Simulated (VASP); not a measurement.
Level of theory: LDA (Ceperley-Alder, Perdew-Zunger), VASP's LDA PAW potentials (set 64) (plane waves; VASP).

A VASP calculation is set up with these files.

**INCAR**
```
ALGO  =  Normal
EDIFF  =  1E-6
EDIFFG  =  -0.02
ENCUT  =  500
IBRION  =  2
ISIF  =  3
ISMEAR  =  1
LASPH  =  T
LCHARG  =  F
LMAXMIX  =  6
LREAL  =  F
LWAVE  =  F
NELM  =  100
NSW  =  40
PREC  =  Accurate
PSTRESS  =  100
SIGMA  =  0.1
SYSTEM  =  La
```

### POSCAR
```
La
1
    1.7190020578    -2.9773991219     0.0000000000
    1.7190020578     2.9773991219    -0.0000000000
    0.0000000000     0.0000000000    10.9841954755
La
4
Direct
  1.0000000000   1.0000000000   0.5000000000
  1.0000000000   1.0000000000   0.0000000000
  0.3333330000   0.6666670000   0.2500000000
  0.6666670000   0.3333330000   0.7500000000
```

**KPOINTS**
```
Automatic mesh
0
Gamma
  10 10 3
```

POTCAR, in this order: La (LDA.64 set). Program: vasp_std.

Output

OSZICAR:
```
...
DAV:   4    -0.197248441753E+02   -0.15152E+02   -0.14880E+02  2712   0.108E+02
DAV:   5    -0.219852152963E+02   -0.22604E+01   -0.22104E+01  2864   0.336E+01    0.735E+00
DAV:   6    -0.221143018414E+02   -0.12909E+00   -0.34568E+00  2760   0.140E+01    0.369E+00
DAV:   7    -0.220778462970E+02    0.36456E-01   -0.61825E-01  2800   0.505E+00    0.836E-01
DAV:   8    -0.220845685503E+02   -0.67223E-02   -0.10919E-01  2880   0.203E+00    0.345E-01
DAV:   9    -0.220861981404E+02   -0.16296E-02   -0.18436E-02  2656   0.770E-01    0.114E-01
DAV:  10    -0.220864962759E+02   -0.29814E-03   -0.35538E-03  2848   0.292E-01    0.244E-02
DAV:  11    -0.220865553735E+02   -0.59098E-04   -0.83930E-04  2464   0.109E-01    0.181E-02
DAV:  12    -0.220865877692E+02   -0.32396E-04   -0.24082E-04  2216   0.521E-02    0.122E-02
DAV:  13    -0.220865937833E+02   -0.60141E-05   -0.69731E-05  1640   0.316E-02    0.189E-03
DAV:  14    -0.220865960696E+02   -0.22863E-05   -0.22392E-05  1520   0.181E-02    0.619E-04
DAV:  15    -0.220865968076E+02   -0.73804E-06   -0.73180E-06  1424   0.123E-02
   1 F= -.15068795E+02 E0= -.15069110E+02  d E =-.150688E+02
       N       E                     dE             d eps       ncg     rms          rms(c)
DAV:   1    -0.254574465758E+02   -0.33709E+01   -0.14026E+02  1688   0.110E+02    0.107E+01
DAV:   2    -0.225154781074E+02    0.29420E+01   -0.12758E+01  2532   0.373E+01    0.530E+00
DAV:   3    -0.213819668270E+02    0.11335E+01   -0.71547E+00  1996   0.253E+01    0.196E+00
DAV:   4    -0.213823142319E+02   -0.34740E-03   -0.10901E+00  2480   0.115E+01    0.499E-01
DAV:   5    -0.213919079305E+02   -0.95937E-02   -0.20067E-01  2590   0.360E+00    0.650E-01
DAV:   6    -0.213952478465E+02   -0.33399E-02   -0.27101E-02  2808   0.144E+00    0.646E-01
DAV:   7    -0.213965561688E+02   -0.13083E-02   -0.22880E-03  2728   0.358E-01    0.610E-01
DAV:   8    -0.213959970586E+02    0.55911E-03   -0.35805E-02  1852   0.193E+00    0.679E-01
DAV:   9    -0.213953552807E+02    0.64178E-03   -0.20085E-03  2620   0.485E-01    0.325E-01
DAV:  10    -0.213953591453E+02   -0.38645E-05   -0.17865E-04  2768   0.104E-01    0.317E-01
DAV:  11    -0.213953531603E+02    0.59850E-05   -0.17283E-05  2040   0.328E-02    0.316E-01
DAV:  12    -0.213953779558E+02   -0.24796E-04   -0.97420E-06  1840   0.343E-02    0.324E-01
DAV:  13    -0.213953863537E+02   -0.83979E-05   -0.77796E-04  1922   0.286E-01    0.112E-01
DAV:  14    -0.213953942479E+02   -0.78941E-05   -0.11280E-04  2696   0.755E-02    0.663E-02
DAV:  15    -0.213953831696E+02    0.11078E-04   -0.77913E-06  1884   0.299E-02    0.655E-02
DAV:  16    -0.213953716500E+02    0.11520E-04   -0.99058E-06  2136   0.352E-02    0.547E-02
DAV:  17    -0.213953518598E+02    0.19790E-04   -0.41356E-05  2054   0.616E-02    0.282E-02
DAV:  18    -0.213953516219E+02    0.23792E-06   -0.71882E-06  2184   0.210E-02
   2 F= -.15228710E+02 E0= -.15226937E+02  d E =-.159916E+00
       N       E                     dE             d eps       ncg     rms          rms(c)
DAV:   1    -0.218084260281E+02   -0.41307E+00   -0.68673E+00  1734   0.233E+01    0.258E+00
DAV:   2    -0.216253311005E+02    0.18309E+00   -0.90765E-01  2422   0.114E+01    0.938E-01
DAV:   3    -0.215906317376E+02    0.34699E-01   -0.20530E-01  2286   0.421E+00    0.190E-01
DAV:   4    -0.215900447673E+02    0.58697E-03   -0.16029E-02  2664   0.117E+00    0.835E-02
DAV:   5    -0.215899409363E+02    0.10383E-03   -0.21134E-03  2718   0.332E-01    0.780E-02
DAV:   6    -0.215900628518E+02   -0.12192E-03   -0.12608E-03  2618   0.248E-01    0.273E-02
DAV:   7    -0.215900757625E+02   -0.12911E-04   -0.12666E-04  2832   0.101E-01    0.111E-02
DAV:   8    -0.215900746434E+02    0.11191E-05   -0.18928E-05  2248   0.417E-02    0.338E-03
DAV:   9    -0.215900742063E+02    0.43707E-06   -0.37553E-06  1458   0.235E-02
   3 F= -.15243759E+02 E0= -.15241579E+02  d E =-.174964E+00
       N       E                     dE             d eps       ncg     rms          rms(c)
DAV:   1    -0.216041667183E+02   -0.14092E-01   -0.34643E-02  1734   0.167E+00    0.176E-01
DAV:   2    -0.216033006127E+02    0.86611E-03   -0.40417E-03  2438   0.733E-01    0.720E-02
DAV:   3    -0.216030927872E+02    0.20783E-03   -0.12647E-03  2150   0.334E-01    0.176E-02
DAV:   4    -0.216030924755E+02    0.31168E-06   -0.11054E-04  2542   0.112E-01    0.583E-03
DAV:   5    -0.216030926249E+02   -0.14938E-06   -0.13913E-05  2240   0.266E-02    0.609E-03
DAV:   6    -0.216030937656E+02   -0.11407E-05   -0.65465E-06  1812   0.230E-02    0.258E-03
DAV:   7    -0.216030935231E+02    0.24246E-06   -0.73322E-07   986   0.213E-02
   4 F= -.15243787E+02 E0= -.15241591E+02  d E =-.174993E+00
       N       E                     dE             d eps       ncg     rms          rms(c)
DAV:   1    -0.216073496809E+02   -0.42559E-02   -0.53394E-01  2184   0.136E+01    0.373E-01
DAV:   2    -0.216029620331E+02    0.43876E-02   -0.21801E-02  2590   0.157E+00    0.195E-01
DAV:   3    -0.216013412747E+02    0.16208E-02   -0.84271E-03  2720   0.941E-01    0.486E-02
DAV:   4    -0.216013405590E+02    0.71569E-06   -0.53252E-04  2622   0.229E-01    0.270E-02
DAV:   5    -0.216013427920E+02   -0.22330E-05   -0.42736E-05  2448   0.564E-02    0.135E-02
DAV:   6    -0.216013427407E+02    0.51287E-07   -0.95886E-06  1840   0.279E-02
   5 F= -.15245733E+02 E0= -.15243671E+02  d E =-.194567E-02
       N       E                     dE             d eps       ncg     rms          rms(c)
DAV:   1    -0.216174158412E+02   -0.16073E-01   -0.18254E+00  2184   0.250E+01    0.691E-01
DAV:   2    -0.216021119397E+02    0.15304E-01   -0.74804E-02  2572   0.290E+00    0.361E-01
DAV:   3    -0.215964600919E+02    0.56518E-02   -0.29506E-02  2712   0.175E+00    0.889E-02
DAV:   4    -0.215964667227E+02   -0.66308E-05   -0.17602E-03  2622   0.413E-01    0.488E-02
DAV:   5    -0.215964772926E+02   -0.10570E-04   -0.14488E-04  2824   0.102E-01    0.214E-02
DAV:   6    -0.215964759755E+02    0.13171E-05   -0.34419E-05  2128   0.481E-02    0.335E-03
DAV:   7    -0.215964761989E+02   -0.22336E-06   -0.36938E-06  1488   0.220E-02
   6 F= -.15248083E+02 E0= -.15246633E+02  d E =-.429595E-02
       N       E                     dE             d eps       ncg     rms          rms(c)
DAV:   1    -0.216674445278E+02   -0.70969E-01   -0.73520E+00  2182   0.498E+01    0.140E+00
DAV:   2    -0.216013476935E+02    0.66097E-01   -0.30572E-01  2580   0.583E+00    0.735E-01
DAV:   3    -0.215765210475E+02    0.24827E-01   -0.12761E-01  2712   0.360E+00    0.176E-01
DAV:   4    -0.215766159611E+02   -0.94914E-04   -0.72954E-03  2598   0.885E-01    0.970E-02
DAV:   5    -0.215766544581E+02   -0.38497E-04   -0.62884E-04  2888   0.210E-01    0.398E-02
DAV:   6    -0.215766453669E+02    0.90912E-05   -0.16378E-04  2560   0.105E-01    0.869E-03
DAV:   7    -0.215766463440E+02   -0.97711E-06   -0.20891E-05  2192   0.404E-02    0.542E-03
DAV:   8    -0.215766462261E+02    0.11793E-06   -0.22399E-06  1368   0.233E-02
   7 F= -.15244239E+02 E0= -.15244887E+02  d E =-.451939E-03
       N       E                     dE             d eps       ncg     rms          rms(c)
DAV:   1    -0.216586840387E+02   -0.82038E-01   -0.51621E+00  2212   0.418E+01    0.119E+00
DAV:   2    -0.216112447400E+02    0.47439E-01   -0.20503E-01  2610   0.493E+00    0.611E-01
DAV:   3    -0.215943437661E+02    0.16901E-01   -0.88354E-02  2688   0.300E+00    0.151E-01
DAV:   4    -0.215943275974E+02    0.16169E-04   -0.58355E-03  2558   0.737E-01    0.868E-02
DAV:   5    -0.215943340025E+02   -0.64051E-05   -0.45045E-04  2840   0.204E-01    0.498E-02
DAV:   6    -0.215943366190E+02   -0.26165E-05   -0.69301E-05  2496   0.694E-02    0.579E-03
DAV:   7    -0.215943369879E+02   -0.36894E-06   -0.14732E-05  2024   0.322E-02    0.334E-03
DAV:   8    -0.215943369660E+02    0.21930E-07   -0.19159E-06  1304   0.191E-02
   8 F= -.15248408E+02 E0= -.15247275E+02  d E =-.462070E-02
```

**OUTCAR**
```
------------------------ aborting loop because EDIFF is reached ----------------------------------------
  FORCE on cell =-STRESS in cart. coord.  units (eV):
  Direction    XX          YY          ZZ          XY          YZ          ZX
  --------------------------------------------------------------------------------------
  Total        6.3110496      6.3110511      6.3918827      0.0000000      0.0000000      0.0000000
  in kB       99.4503676     99.4503909    100.7241462      0.0000000      0.0000000      0.0000000
  external PRESSURE =      -0.1250318 kB  Pullay stress =     100.0000000 kB
  volume of cell :      101.67
      direct lattice vectors                 reciprocal lattice vectors
     1.650570959 -2.858873099 -0.000000000     0.302925480 -0.174894087  0.000000000
     1.650570959  2.858873099  0.000000000     0.302925480  0.174894087 -0.000000000
     0.000000000  0.000000000 10.773249306    -0.000000000 -0.000000000  0.092822506
 POSITION                                       TOTAL-FORCE (eV/Angst)
 -----------------------------------------------------------------------------------
      0.00000      0.00000      5.38662        -0.000000     -0.000000      0.000000
      0.00000      0.00000      0.00000        -0.000000     -0.000000      0.000000
      1.65057      0.95296      2.69331        -0.000000     -0.000000     -0.000000
      1.65057     -0.95296      8.07994         0.000000      0.000000      0.000000
 -----------------------------------------------------------------------------------
    total drift:                                0.000000      0.000000      0.000000
  FREE ENERGIE OF THE ION-ELECTRON SYSTEM (eV)
  ---------------------------------------------------
  free  energy   TOTEN  =       -21.5943369660 eV

  energy  without entropy=      -21.5909372785  energy(sigma->0) =      -21.59320374
  enthalpy is  TOTEN    =       -15.2484080777 eV   P V=        6.3459288882

 reached required accuracy - stopping structural energy minimisation
```
(Selected blocks of OUTCAR.)

CONTCAR:
```
La
   1.00000000000000
     1.6505709594386755   -2.8588730985037678   -0.0000000000000000
     1.6505709594386755    2.8588730985037678    0.0000000000000000
     0.0000000000000000    0.0000000000000000   10.7732493062658747
  La
     4
Direct
     0.0000000000000000    0.0000000000000000    0.5000000000000000
     0.0000000000000000    0.0000000000000000    0.0000000000000000
     0.3333330000000032    0.6666669999999968    0.2500000000000000
     0.6666669999999968    0.3333330000000032    0.7500000000000000
```

OUTCAR:
```
 val. band max:       12.0627435081   @ k =   0.3000   0.1000   0.0000

 cond. band min:      12.0645150540   @ k =   0.2000   0.2000   0.0000


 Fermi energy:        12.0644438877

 k-point     1 :       0.0000    0.0000    0.0000
  band No.  band energies     occupation
      1     -20.7419      2.00000
      2     -20.3747      2.00000
      3     -20.3612      2.00000
      4     -19.9474      2.00000
      5      -6.1148      2.00000
      6      -4.4197      2.00000
      7      -4.4135      2.00000
      8      -2.8115      2.00000
      9      -2.8115      2.00000
     10      -2.5841      2.00000
     11      -2.5841      2.00000
     12      -2.5683      2.00000
     13      -2.5683      2.00000
     14      -2.3268      2.00000
     15      -2.3268      2.00000
     16      -2.3261      2.00000
     17       9.6799      2.00000
     18       9.8386      2.00000
     19      10.5577      2.00000
     20      10.6299      2.00000
     21      12.9765     -0.00000
     22      13.1781     -0.00000
     23      13.1814     -0.00000
     24      13.3392     -0.00000
     25      13.3392     -0.00000
     26      13.3993     -0.00000

 k-point     2 :       0.1000   -0.0000    0.0000
  band No.  band energies     occupation
      1     -20.6811      2.00000
      2     -20.3262      2.00000
      3     -20.3127      2.00000
      4     -19.9148      2.00000
      5      -6.0145      2.00000
      6      -4.4420      2.00000
      7      -4.4357      2.00000
      8      -3.1524      2.00000
      9      -2.9169      2.00000
     10      -2.8381      2.00000
     11      -2.8374      2.00000
     12      -2.6577      2.00000
     13      -2.6493      2.00000
     14      -2.6412      2.00000
     15      -2.3705      2.00000
     16      -2.3638      2.00000
     17      10.1241      2.00000
     18      10.2497      2.00000
     19      10.9434      2.00000
     20      11.0640      2.00000
     21      12.1190      0.21214
     22      12.4073     -0.00001
...
```

Energy and stress use the plane-wave basis of the starting cell.

The compound is La in the dhcp structure. This run relaxes it under an external pressure of 10 GPa. Symmetry was kept, so distortions that lower it aren't found.
